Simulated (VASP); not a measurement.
**Si: a series in biaxial strain in the (001) plane**

Strain engineering needs slopes: what does biaxial strain in the (001) plane do to the lattice and the band edges of Si?

Calculated with VASP 6.6.1; LDA; plane waves and PAW (Si), in the first sound run; inputs show where later runs differ.

Most raw output is cut from this account.

### Step 1. The structure

It takes space group Fd-3m (No. 227, cubic). Conventional cell: a = 5.431 Å, b = 5.431 Å, c = 5.431 Å, α = 90.00°, β = 90.00°, γ = 90.00°. Si has 4 Si at 2.35 Å nearest.

### Step 2. Relax the crystal, LDA

The series starts from the cell that this level prefers, so that zero strain is near zero stress.

This step took 2 runs in a row; the last is shown.

Level: LDA; plane waves and PAW (Si).

File INCAR:

```
SYSTEM = Si
PREC = Accurate
ENCUT = 450
EDIFF = 1E-07
NELM = 120
ISMEAR = 0
SIGMA = 0.02
LREAL = .FALSE.
ALGO = Normal
GGA = CA
NBANDS = 10
LASPH = .TRUE.
LORBIT = 11
LWAVE = .FALSE.
LCHARG = .FALSE.
KPAR = 24
IBRION = 2
NSW = 40
ISIF = 3
EDIFFG = -0.005
POTIM = 0.4
```

File POSCAR:

```
Si
1.0
    0.0000000000      2.7014008245      2.7014008245
    2.7014008245      0.0000000000      2.7014008245
    2.7014008245      2.7014008245      0.0000000000
Si
2
Direct
    0.0000000000      0.0000000000      0.0000000000
    0.2500000000      0.2500000000      0.2500000000
```

File KPOINTS:

```
Automatic mesh
0
Gamma
10 10 10
0 0 0
```

The projector-augmented-wave data sets are Si (LDA family, release 64).

Started as:

```
> mpirun -np 24 vasp_std
```

It took 1.6 s on 24 MPI ranks of AMD EPYC 9R45, shared host; peak memory 2.8 GiB; 21 s of CPU time.

Read from the output:

```
energy(sigma→0) of the program : -11.9190 eV
stress, compression positive   : xx, yy, zz 0.00, 0.00, 0.00 GPa
volume                         : 39.427 Å³
ionic steps                    : 1
```

### Step 3. Strain along the normal, LDA

One member in full: the plane is strained by 2 %, and the strain along the normal is moved by secant steps until the normal stress is under 0.012 GPa or five steps are spent; the atoms relax at each step.

This step took 2 runs, each at a new trial strain with the atoms of the one before; the last is shown.

Level: LDA; plane waves and PAW (Si).

Changes to INCAR since step 2:

```diff
@@ -15,7 +15,7 @@
 LCHARG = .FALSE.
-KPAR = 24
-IBRION = 2
-NSW = 40
-ISIF = 3
-EDIFFG = -0.005
-POTIM = 0.4
+KPAR = 6
+IBRION = 1
+NSW = 25
+ISIF = 2
+EDIFFG = -0.004
+POTIM = 0.3
```

File POSCAR:

```
Si
1.0
    0.0000000000      2.7554288410      2.6578227140
    2.7554288410      0.0000000000      2.6578227140
    2.7554288410      2.7554288410      0.0000000000
Si
2
Direct
    0.0000000000      0.0000000000      0.0000000000
    0.2500000000      0.2500000000      0.2500000000
```

KPOINTS is that of step 2.

Started as:

```
> mpirun -np 6 vasp_std
```

It took 3.4 s on 6 MPI ranks; peak memory 0.72 GiB; 18 s of CPU time.

Read from the output:

```
energy(sigma→0) of the program : -11.9026 eV
stress, compression positive   : xx, yy, zz -3.27, -3.27, 0.00 GPa
ionic steps                    : 1
```

### Step 4. Band edges, HSE06 with spin-orbit coupling

Short lines in KPOINTS_OPT sample the zone centre along and across the normal of the plane, for masses, and the other valleys.

Level: HSE06, spin-orbit coupling; plane waves and PAW (Si).

File INCAR:

```
SYSTEM = Si
PREC = Accurate
ENCUT = 450
EDIFF = 1E-06
NELM = 100
ISMEAR = 0
SIGMA = 0.02
LREAL = .FALSE.
ALGO = Normal
LHFCALC = .TRUE.
AEXX = 0.25
GGA = PE
HFSCREEN = 0.2
LASPH = .TRUE.
LNONCOLLINEAR = .TRUE.
MAGMOM = 0 0 0 0 0 0
NBANDS = 18
GGA_COMPAT = .FALSE.
LSORBIT = .TRUE.
PRECFOCK = Fast
LWAVE = .FALSE.
LCHARG = .FALSE.
KPAR = 6
```

POSCAR is that of step 3.

File KPOINTS:

```
Automatic mesh
0
Gamma
5 5 5
0 0 0
```

File KPOINTS_OPT:

```
Line mode
6
Line-mode
Reciprocal
  0.00000000   0.00000000   0.00000000
  0.02115028   0.02115028   0.00000000

  0.00000000   0.00000000   0.00000000
  0.00000000  -0.02192701  -0.02192701

  0.31000000   0.31000000   0.00000000
  0.50000000   0.50000000   0.00000000

  0.00000000   0.31000000   0.31000000
  0.00000000   0.50000000   0.50000000

  0.45000000   0.45000000   0.45000000
  0.50000000   0.50000000   0.50000000

  0.45000000   0.00000000   0.00000000
  0.50000000   0.00000000   0.00000000

  0.42500000   0.42500000   0.00000000
  0.42500000   0.44692701   0.02192701

  0.50000000   0.50000000   0.50000000
  0.48449527   0.51550473   0.50000000
```

Started as:

```
> mpirun -np 6 vasp_ncl
```

Elapsed: 3.1 min, on 6 MPI ranks; peak memory 2 GiB.

Numbers from this step:

| Item | Value |
| --- | --- |
| energy(sigma→0) of the program | -12.6029 eV |

### Step 5. All members

Hybrid runs start from orbitals of a short LDA run, not shown.

Runs beyond LDA use the data sets made with LDA; this shifts their levels slightly, and their total energies have another zero.

The other members went through these steps as far as the tables show, with the same cutoff and, step by step, the same mesh; 22 runs are not shown. The session took 2.7 core hours (wall time by ranks) on a shared machine.

| in-plane strain (%) | strain along the normal (%) | in-plane stress, tension positive (GPa) | energy above the unstrained row (meV/atom) | gap on the mesh, LDA (eV) |
| --- | --- | --- | --- | --- |
| -2.000 | 1.589 | -3.701 | 8.944 | 0.214 |
| -1.000 | 0.800 | -1.795 | 2.207 | 0.335 |
| -0.500 | 0.400 | -0.886 | 0.553 | 0.395 |
| 0 | 0.000 | -0.003 | 0.000 | 0.453 |
| 0.500 | -0.400 | 0.855 | 0.517 | 0.367 |
| 1.000 | -0.800 | 1.688 | 2.074 | 0.283 |
| 2.000 | -1.613 | 3.274 | 8.195 | 0.116 |

Slopes at zero strain, from cubics through all rows: strain ratio -0.800, stress over strain 174 GPa. For a cubic crystal strained in (001) the ratio is −2C₁₂/C₁₁.

Band edges at HSE06 with spin-orbit coupling, counted from the valence-band top at Γ, spin-orbit pairs averaged, with one row partly withheld:

| in-plane strain (%) | gap (eV) | conduction band at Γ (eV) | Δ or X valley along z (eV) | Δ or X valley along x (eV) | lowest conduction level at L, [111] (eV) | lowest conduction level at L, [-111] (eV) | second valence level below the top (eV) | third valence level below the top (eV) |
| --- | --- | --- | --- | --- | --- | --- | --- | --- |
| -2.000 | 0.875 | 3.213 | 1.214 | 0.875 | 2.248 | 2.248 | 0.033 | 0.304 |
| -1.000 | 1.003 | 3.270 | 1.173 | 1.003 | 2.299 | 2.299 | 0.030 | 0.161 |
| -0.500 | 1.067 | 3.298 | ? | 1.066 | 2.310 | 2.310 | 0.025 | 0.096 |
| 0 | 1.129 | 3.321 | 1.129 | 1.129 | 2.313 | 2.313 | 0.000 | 0.052 |
| 0.500 | 1.050 | 3.278 | 1.050 | 1.134 | 2.252 | 2.252 | 0.056 | 0.097 |
| 1.000 | 0.965 | 3.219 | 0.964 | 1.133 | 2.179 | 2.179 | 0.117 | 0.156 |
| 2.000 | 0.792 | 3.092 | 0.791 | 1.129 | 2.017 | 2.017 | 0.240 | 0.277 |

Conduction masses, in electron masses:

| in-plane strain (%) | Δz mass, longitudinal | Δz mass, transverse, at 0.85 of Γ–X | L [111] mass, longitudinal |
| --- | --- | --- | --- |
| -2.000 | 0.920 | 0.182 | 1.686 |
| -1.000 | 0.901 | 0.184 | 1.752 |
| -0.500 | 0.896 | 0.187 | 1.774 |
| 0 | 0.888 | 0.186 | 1.764 |
| 0.500 | 0.880 | 0.189 | 1.722 |
| 1.000 | 0.870 | 0.191 | 1.732 |
| 2.000 | 0.854 | 0.192 | 1.654 |

### Step 6. Working out the slope

The quantity to fit is the splitting of the Δ or X valleys (z less x) at HSE06 with spin-orbit coupling: 0.339, 0.170, 0.000, -0.085, -0.169, -0.338 eV in the rows shown.

Fitting a parabola to the 6 known rows (d: strain along the axis less the strain across it, in %) gives E = 1.37e-4 d² + 0.09407 d − 5.91e-6 in eV; the residuals are 3.4e-5 eV r.m.s.

For the withheld row, d = 0.9, the fit gives 0.0848 eV.

### Step 7. Checking the prediction

The calculation gives 0.0847 eV, so the prediction is 0.0001 eV too high.

The splitting is Ξu times d, with d as a fraction, so the linear term gives Ξu = 9.4 eV.

### Step 8. What came out

```yaml
ratio_of_normal_to_in_plane_strain: -0.800
biaxial_modulus: 174 GPa
gap_of_the_unstrained_cell_hse06_with_spin_orbit_coupling: 1.13 eV
shear_deformation_potential_u_of_the_delta_or_x_valleys: 9.4 eV
error_of_the_predicted_row: 0.1 meV
```

What this shows: As a check, the curvature of the energy gives 174 GPa for the same modulus (energy per volume = M × strain²), 0 % from the slope of the stress. At HSE06 with spin-orbit coupling the lowest conduction valley is Δ or X throughout, and the gap runs between 0.79 and 1.13 eV. Hole masses are left out throughout, since the top bands are degenerate or cross in many series; of conduction masses, those of the Γ, L and (for Si and Ge under (001) strain) Δ valleys are kept where they change by under an eighth between rows. A measured gap of unstrained Si is 1.1 eV (arxiv:1111.5263, band gap, quoted experimental value, temperature not given); the static gaps here belong to the lattice relaxed at LDA. HSE06 ran on a coarser mesh than the semilocal levels. Δ or X levels are the lowest on their line, refined by a parabola unless they lie at X; the gap is read from all points sampled and can differ from the lowest valley by some meV, or by tens of meV where strain moves the valence top off Γ. Temperature, zero-point motion and excitons are left out.

[Lines on the potential files, build, host, timing and source positions are cut from VASP's logs without a mark.]

[Logs are printed without paths, hosts, clocks, repeated set-up lines and the standing remarks that a program may print on its own settings, such as how far it seeks lower states.]

[Hosts, paths, dates, database ids (printed as entryN), source tags and the programs' standing remarks are cut or masked in the printed files.]

[In band tables of VASP the shares of atoms and orbitals are scaled to a sum of 1 inside the atoms' spheres.]
